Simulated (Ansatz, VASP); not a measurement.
## GeMo in two plane-wave programs

Wanted: the spread between two codes on one cell, functional and k mesh. The cell is invented: As first built, before any earlier steps moved the atoms (in the runner's words): it takes the WC structure with all of its atoms replaced by other elements, volume scaled by an estimate. It may not be a known or stable phase. The cell is taken from a series of VASP runs on this material, whose earlier steps may have relaxed, scaled or displaced it; both programs get it as it stands.

Main program and level: Ansatz 0.2.0; plane waves, with VASP 6.6.1 beside it; band structure at PBE, spin-orbit coupling.

## Step 1: Set-up

It takes space group P-6m2 (No. 187, hexagonal). Conventional cell: a = 3.212 Å, b = 3.212 Å, c = 3.590 Å, α = 90.00°, β = 90.00°, γ = 120.00°. Mo has 6 Ge at 2.58 Å nearest. Nearest to Ge lie 6 Mo at 2.58 Å. As first built, before any earlier steps moved the atoms (in the runner's words): sites of the WC structure (space group 187) filled with other elements, volume scaled by an estimate. Farther neighbours are not listed.

## Step 2: Ansatz: band structure, PBE, spin-orbit coupling

Ansatz runs on its fully relativistic PAW (standard-fr) files.

A single point gives forces, pressure and levels at one fixed geometry, so differences don't come from the geometry; what else differs is listed under the comparison.

The input, input.yaml:

```yaml
crystal:
  lattice:
    - [3.2123678541, 1.45e-08, 0.0]
    - [-1.606183397, 2.7819918837, 0.0]
    - [0.0, 0.0, 3.5904304994]
  atoms:
    - { symbol: Mo, position: [0.0, 0.0, 0.0] }
    - { symbol: Ge, position: [0.66666667, 0.33333333, 0.5] }
hamiltonian:
  xc: pbe
  pseudopotentials: { kind: paw_fr }
magnetization:
  noncollinear: true
  spin_orbit: true
kpoints:
  mp_grid: { grid: [8, 8, 6] }
  band_path:
    path:
      - [0.0, 0.0, 0.0]
      - [0.13333, 0.0, 0.0]
      - [0.3, 0.0, 0.0]
      - [0.46667, 0.0, 0.0]
      - [0.46667, 0.06667, 0.0]
      - [0.41111, 0.17778, 0.0]
      - [0.35556, 0.28889, 0.0]
      - [0.28889, 0.28889, 0.0]
      - [0.17778, 0.17778, 0.0]
      - [0.06667, 0.06667, 0.0]
      - [0.0, 0.0, 0.03333]
      - [0.0, 0.0, 0.2]
      - [0.0, 0.0, 0.36667]
      - [0.0, 0.0, 0.5]
      - [0.16667, 0.0, 0.5]
      - [0.3, 0.0, 0.5]
      - [0.46667, 0.0, 0.5]
      - [0.46667, 0.06667, 0.5]
      - [0.41111, 0.17778, 0.5]
      - [0.35556, 0.28889, 0.5]
      - [0.28889, 0.28889, 0.5]
      - [0.17778, 0.17778, 0.5]
      - [0.06667, 0.06667, 0.5]
      - [0.5, 0.0, 0.46667]
      - [0.5, 0.0, 0.3]
      - [0.5, 0.0, 0.13333]
      - [0.33333, 0.33333, 0.0]
      - [0.33333, 0.33333, 0.16667]
      - [0.33333, 0.33333, 0.33333]
      - [0.33333, 0.33333, 0.5]
    npoints: 1
scf:
  occupations: { method: gaussian, width: 0.02 }
  n_extra_bands: 14
output:
  forces: true
  stress: true
  eigenvalues: true
  write_density: true
  write_potential: true
  elf: true
  volumetric_format: npy
```

Started as:

```
$ ansatz run input.yaml --threads 2 --pin off --max-ram 4608MiB --backend cpu --events-out ev --progress --plain --runs-dir out
```

Numbers of over 12 decimals in the logs are rounded to 6 here.

Log:

```text
Warning: the atoms were moved onto the symmetric positions of the space group found under crystal.symmetry.tolerance 1.0e-5 (fractional; no operation is sought that the atoms, as they stand in a round, miss by more than twice it, and no atom is moved by as much as it), and the run uses the moved positions. Before a round's move an operation carried an atom to 1.61e-8 Å from where it should land, the largest such dist [...]
scf.n_extra_bands = 14 over 28 filled bands (N_el = 28.0): the run solves 42 bands
Engine: ansatz 0.2.0, x86_64-unknown-linux-gnu
Pseudopotentials: kind: paw_fr
Pseudopotential: Mo, paw_fr, valence charge 14, recommended cutoff 420 eV (normal), Mo.paw.azcp#standard-fr
Pseudopotential: Ge, paw_fr, valence charge 14, recommended cutoff 420 eV (normal), Ge.paw.azcp#standard-fr
Functional definition: PBE
  parameter kappa = 0.804
  parameter beta = 0.066725
  exchange = pbe_x(kappa = kappa, mu = beta*pi^2/3)
  correlation = pbe_c(beta = beta)
non-collinear run that drives no moment, with spin-orbit: no starting moment large enough to seed its density (crystal.atoms[].spin), no starting occupations that ask for one, no magnetisation constraint and no magnetic field, so the semilocal B_xc is pinned to zero
Crystal: 2 atoms, lattice volume = 32.087 Å³
Basis set: ecut = 420 eV, 647 PW (Γ), exchange–correlation on 48×48×48 points (8 copies of the dense FFT grid, shifted against one another)
Bands: 42, of which v1, the nominal top of the filled ones, is band 28 counted from 1 (27 counted from 0)
Symmetry: 12 space group operations + 12 with time reversal
Magnetic group: BNS 187.210 (UNI 1440), of the structure as read, at distance tolerance 3.2e-5 Å
k-points: 40 of 384 (time reversal used)
Projection manifold: j_resolved (fully-relativistic pseudo-atomic orbitals)
Non-local potential: Mo, projectors of the file, l = 0: 3, l = 1: 4, l = 2: 4, l = 3: 2
Non-local potential: Ge, projectors of the file, l = 0: 2, l = 1: 4, l = 2: 6, l = 3: 2
PAW form: soft (Blöchl's): semilocal exchange-correlation on the pseudo side does not see the compensation charge
PAW one-centre angular grid: Mo, 590 points (default); XC on 64 Gauss nodes
PAW one-centre angular grid: Ge, 590 points (default); XC on 64 Gauss nodes
Initial density: superposition of atomic densities (chi_scale 0.1, normalization cell, long waves kept (reshape's long-wave potential 0.00 eV rms))
Initial wavefunctions: pseudopotential atomic-orbital guess
Functional: x = pbe(κ = 0.804, μ = 0.219515), c = pbe(β = 0.066725)
SCF iter   1: F=—  HF=-9253.513783 eV  |F-HF|=—  |Δ(HF+E_count)|=         —  Δρ=9.73e-2  dr2=4.64e0  dr2_m=0.00e0 (ungated)  ethr=3.10e-3  |M|=0.00e0 ∫|m|=0.00e0 μB  |m|>n=0.0e0 m-floor=0.0e0 τ_xc=0.0e0  β_m=0.30  ⟨swp⟩=5.8  Hψ=7442  notcnv=0  defer=86
preconditioner: auto → none  [insulator: Δε(μ)=0.037 eV  Ē_g=20.821 eV  σ=0.020 eV  W_gap=0.76  n_scr=8 (ndim 8)  ℏωp=29.3 eV  f_vac=0.000  D(μ)=0.83/eV (n_scr^D=2)  ε∞_Penn≈3.0]
SCF iter   2: F=—  HF=-9252.440078 eV  |F-HF|=—  |Δ(HF+E_count)|=    1.07e0  Δρ=3.05e-2  dr2=2.34e-1  dr2_m=0.00e0 (ungated)  ethr=3.10e-3  |M|=0.00e0 ∫|m|=0.00e0 μB  |m|>n=0.0e0 m-floor=0.0e0 τ_xc=0.0e0  β_m=0.29  ⟨swp⟩=2.8  Hψ=3442  notcnv=0  defer=312
SCF iter   3: F=—  HF=-9252.395677 eV  |F-HF|=—  |Δ(HF+E_count)|=   4.44e-2  Δρ=2.16e-2  dr2=7.98e-2  dr2_m=0.00e0 (ungated)  ethr=8.35e-4  |M|=0.00e0 ∫|m|=0.00e0 μB  |m|>n=0.0e0 m-floor=0.0e0 τ_xc=0.0e0  β_m=0.49  ⟨swp⟩=2.2  Hψ=2160  notcnv=0  defer=312
SCF iter   4: F=—  HF=-9252.384096 eV  |F-HF|=—  |Δ(HF+E_count)|=   1.16e-2  Δρ=5.75e-3  dr2=5.23e-3  dr2_m=0.00e0 (ungated)  ethr=2.85e-4  |M|=0.00e0 ∫|m|=0.00e0 μB  |m|>n=0.0e0 m-floor=0.0e0 τ_xc=0.0e0  β_m=0.51  ⟨swp⟩=2.4  Hψ=1943  notcnv=0  defer=312
SCF iter   5: F=—  HF=-9252.383490 eV  |F-HF|=—  |Δ(HF+E_count)|=   6.06e-4  Δρ=1.08e-3  dr2=1.23e-4  dr2_m=0.00e0 (ungated)  ethr=1.87e-5  |M|=0.00e0 ∫|m|=0.00e0 μB  |m|>n=0.0e0 m-floor=0.0e0 τ_xc=0.0e0  β_m=0.63  ⟨swp⟩=2.0  Hψ=2413  notcnv=0  defer=312
SCF iter   6: F=—  HF=-9252.383523 eV  |F-HF|=—  |Δ(HF+E_count)|=   3.22e-5  Δρ=1.46e-4  dr2=3.38e-6  dr2_m=0.00e0 (ungated)  ethr=4.38e-7  |M|=0.00e0 ∫|m|=0.00e0 μB  |m|>n=0.0e0 m-floor=0.0e0 τ_xc=0.0e0  β_m=0.61  ⟨swp⟩=2.0  Hψ=1708  notcnv=0  defer=312
SCF iter   7: F=—  HF=-9252.383523 eV  |F-HF|=—  |Δ(HF+E_count)|=   4.36e-7  Δρ=4.17e-5  dr2=1.50e-7  dr2_m=0.00e0 (ungated)  ethr=1.21e-8  |M|=0.00e0 ∫|m|=0.00e0 μB  |m|>n=0.0e0 m-floor=0.0e0 τ_xc=0.0e0  β_m=0.73  ⟨swp⟩=2.0  Hψ=2278  notcnv=0  defer=312
SCF iter   8: F=-9252.383523 eV  HF=-9252.383523 eV  |F-HF|=1.96e-9  |Δ(HF+E_count)|=   2.84e-8  Δρ=4.50e-6  dr2=3.79e-9  dr2_m=0.00e0 (ungated)  ethr=3.57e-10  |M|=0.00e0 ∫|m|=0.00e0 μB  |m|>n=0.0e0 m-floor=0.0e0 τ_xc=0.0e0  ⟨swp⟩=12.8  Hψ=10681  notcnv=0
SCF 1 converged in 8 iterations: F = -9252.383523 eV  dr2 = 3.79e-9
  greatest PAW one-centre occupation: 0.998 electrons in one spin orbital (limit 2), on the Mo atom at site 0 (counted from 0), in its partial waves of l = 0
NSCF: frozen V_eff on 30 k-points
SCF converged after 8 iterations
Magnetization: |M| = 0.0000 μB,  M = (+0.0000, +0.0000, +0.0000) μB
Absolute magnetization: 0.0000 μB (∫|m|)
  site 0: m = (+0.0000, +0.0000, +0.0000) μB, |m| = 0.0000 μB  (R = 1.06 Å)
  site 1: m = (+0.0000, +0.0000, +0.0000) μB, |m| = 0.0000 μB  (R = 1.06 Å)
Free energy (F): -9252.383523 eV
Harris-Foulkes:  -9252.383523 eV  (|F-HF|=1.96e-9)
Internal energy: -9252.383289 eV  (E = F + TS)
E sigma→0 (E₀):  -9252.383406 eV
Entropy (-TS):   -0.000234 eV (-0.117 meV/atom)
Fermi energy:    16.568720 eV
--- Per-component energies (eV) ---
  E_band       = -146.821818
  E_kinetic    = 554.001179
  E_local      = -2877.457399  (includes V_loc(G=0)·N_el)
  E_nonlocal   = 562.326893
  E_hartree    = 1183.324620
  E_xc         = -259.852914
  E_vxc        = -294.760670  (∫ρ·V_xc dr)
  E_paw        = -5222.881198  (= ΣΔE_a)
  E_vpaw       = -457.579771  (= ΣTr[D̂ρ^β])
  E_aug_tail   = 0.000333  (compensation charges beyond the density's cutoff)
  E_ewald      = -3191.844803
  E_smearing   = -0.000234  (= −TS)
  E_closure    = -0.000000  (closes the sum)
  Σ components = -9252.383523   (vs F -9252.383523, Δ=0.00e0)
--- Forces (eV/Å), atoms counted from 1 ---
  atom   1  Mo    -0.00000000    -0.00000000     0.00000000
  atom   2  Ge     0.00000000    -0.00000000     0.00000000
  max |Σ_I F_I| component: 6.01e-17 eV/Å
--- Stress (GPa, compression-positive) ---
        0.188007      -0.000000       0.000000
       -0.000000       0.188007       0.000000
        0.000000       0.000000       0.485850
  P = ⅓ Tr σ = 0.2873 GPa (2.873 kbar)
--- Band table (eV; the first three rows and the last of 40) ---
  k-point 0: bands = [... 24 lower, 15.1829, 15.1829, 16.8639, 16.8639, 17.2529, 17.2529, 17.3563, 17.3563, ... 10 higher]
  k-point 1: bands = [... 24 lower, 15.3146, 15.3146, 16.5666, 16.5666, 16.9581, 16.9581, 17.0079, 17.0585, ... 10 higher]
  k-point 2: bands = [... 24 lower, 15.6278, 15.6278, 16.3541, 16.3541, 16.4201, 16.5022, 16.7351, 16.7351, ... 10 higher]
  k-point 39: bands = [... 24 lower, 14.8427, 14.9446, 15.5682, 15.6229, 17.8036, 17.8062, 20.4834, 20.5663, ... 10 higher]
```

Elapsed: 4.7 s, on 2 threads of Intel Xeon 6975P-C (Granite Rapids), shared host; peak memory 0.52 GiB; 8.5 s of CPU time.

The column dr2 measures how far the density is from self-consistency, as an energy; F and HF (Harris–Foulkes) agree once it is small.

## Step 3: VASP: band structure, PBE, spin-orbit coupling

The same cell, functional, mesh and smearing now go to VASP, with its own data sets and cutoff.

Lines of VASP's logs that name or quote its potential files are left out, and so is its time.

The input, INCAR:

```
SYSTEM = GeMo
PREC = Accurate
ENCUT = 410
EDIFF = 1E-06
NELM = 100
ISMEAR = 0
SIGMA = 0.02
LREAL = .FALSE.
ALGO = Normal
GGA = PE
LNONCOLLINEAR = .TRUE.
MAGMOM = 0 0 0 0 0 0
NBANDS = 40
GGA_COMPAT = .FALSE.
LASPH = .TRUE.
LSORBIT = .TRUE.
LMAXMIX = 4
LORBIT = 11
LWAVE = .FALSE.
LCHARG = .FALSE.
KPAR = 4
```

The input, POSCAR:

```
GeMo
1.0
    3.2123678541      0.0000000145      0.0000000000
   -1.6061833970      2.7819918837      0.0000000000
    0.0000000000      0.0000000000      3.5904304994
Mo Ge
1 1
Direct
    0.0000000000      0.0000000000      0.0000000000
    0.6666666700      0.3333333300      0.5000000000
```

The input, KPOINTS:

```
Automatic mesh
0
Gamma
8 8 6
0 0 0
```

The input, KPOINTS_OPT:

```
Line mode
16
Line-mode
Reciprocal
  0.00000000   0.00000000   0.00000000 GAMMA
  0.50000000   0.00000000   0.00000000 M

  0.50000000   0.00000000   0.00000000 M
  0.33333333   0.33333333   0.00000000 K

  0.33333333   0.33333333   0.00000000 K
  0.00000000   0.00000000   0.00000000 GAMMA

  0.00000000   0.00000000   0.00000000 GAMMA
  0.00000000   0.00000000   0.50000000 A

  0.00000000   0.00000000   0.50000000 A
  0.50000000   0.00000000   0.50000000 L

  0.50000000   0.00000000   0.50000000 L
  0.33333333   0.33333333   0.50000000 H

  0.33333333   0.33333333   0.50000000 H
  0.00000000   0.00000000   0.50000000 A

  0.50000000   0.00000000   0.50000000 L
  0.50000000   0.00000000   0.00000000 M

  0.33333333   0.33333333   0.00000000 K
  0.33333333   0.33333333   0.50000000 H
```

The projector-augmented-wave data sets are Mo_sv and Ge_d (PBE family, release 64).

Started as:

```
$ mpirun -np 4 vasp_ncl
```

Log:

```text
[banner, memory and clock lines left out]
running    4 mpi-ranks, on    1 nodes
 distrk:  each k-point on    1 cores,    4 groups
 distr:  one band on    1 cores,    1 groups

 POSCAR found type information on POSCAR MoGe
 POSCAR found :  2 types and       2 ions
 LDA part: xc-table for (Slater+PW92), standard interpolation
 POSCAR, INCAR and KPOINTS ok, starting setup
 FFT: planning ... GRIDC
 FFT: planning ... GRID_SOFT
 FFT: planning ... GRID
 WAVECAR not read
 entering main loop
       N       E                     dE             d eps       ncg     rms          rms(c)
DAV:   1     0.264830733785E+03    0.26483E+03   -0.12338E+04  6880   0.306E+03
DAV:   2     0.169539119696E+02   -0.24788E+03   -0.23684E+03  5080   0.725E+02
DAV:   3    -0.153074081452E+02   -0.32261E+02   -0.31488E+02  5440   0.158E+02
DAV:   4    -0.165565343198E+02   -0.12491E+01   -0.12459E+01  5528   0.351E+01
DAV:   5    -0.165785599095E+02   -0.22026E-01   -0.22025E-01  5472   0.529E+00    0.150E+01
DAV:   6    -0.157362297877E+02    0.84233E+00   -0.29638E+00  5352   0.138E+01    0.266E+00
DAV:   7    -0.156807530447E+02    0.55477E-01   -0.17703E-01  6344   0.582E+00    0.203E+00
DAV:   8    -0.156648495459E+02    0.15903E-01   -0.30873E-02  6200   0.214E+00    0.527E-01
DAV:   9    -0.156644694269E+02    0.38012E-03   -0.24301E-03  6120   0.612E-01    0.204E-01
DAV:  10    -0.156643578177E+02    0.11161E-03   -0.39162E-04  6096   0.339E-01    0.786E-02
DAV:  11    -0.156643792420E+02   -0.21424E-04   -0.73359E-05  6376   0.116E-01    0.231E-02
DAV:  12    -0.156643784711E+02    0.77086E-06   -0.13130E-05  6248   0.580E-02    0.507E-03
DAV:  13    -0.156643783526E+02    0.11852E-06   -0.40879E-07  3072   0.797E-03
   1 F= -.15664378E+02 E0= -.15664257E+02  d E =-.241802E-03  mag=     0.0000     0.0000    -0.0000
 Start KPOINTS_OPT (optional k-point list driver)
k-point batch [1-60\144]
       N       E                     dE             ncg
DAV:   1    -0.303140033661E+04   -0.31905E+05     6768
DAV:   2    -0.180126169203E+05   -0.14981E+05     5024
DAV:   3    -0.198934709000E+05   -0.18809E+04     5552
DAV:   4    -0.199662380150E+05   -0.72767E+02     5368
DAV:   5    -0.199675664398E+05   -0.13284E+01     5584
DAV:   6    -0.199676002264E+05   -0.33787E-01     5352
DAV:   7    -0.199676015719E+05   -0.13455E-02     5800
DAV:   8    -0.199676016267E+05   -0.54853E-04     5096
DAV:   9    -0.199676016292E+05   -0.24672E-05     3880
DAV:  10    -0.199676016295E+05   -0.33816E-06     2984
[...]
k-point batch [121-144\144]
       N       E                     dE             ncg
DAV:   1     0.326866223974E+05   -0.25717E+05     2776
DAV:   2     0.268597689570E+05   -0.58269E+04     2024
DAV:   3     0.261072032313E+05   -0.75257E+03     2200
DAV:   4     0.260792184252E+05   -0.27985E+02     2032
DAV:   5     0.260786928735E+05   -0.52555E+00     2200
DAV:   6     0.260786795366E+05   -0.13337E-01     2104
DAV:   7     0.260786790325E+05   -0.50401E-03     2288
DAV:   8     0.260786790096E+05   -0.22942E-04     1896
DAV:   9     0.260786790085E+05   -0.10737E-05     1368
DAV:  10     0.260786790084E+05   -0.12226E-06     1088
```

[end of part 1 of 2]

[Lines on the potential files, build, host, timing and source positions are cut from VASP's logs without a mark.]

[Logs are printed without paths, hosts, clocks, repeated set-up lines and the standing remarks that a program may print on its own settings, such as how far it seeks lower states.]

[Hosts, paths, dates, database ids (printed as entryN), source tags and the programs' standing remarks are cut or masked in the printed files.]
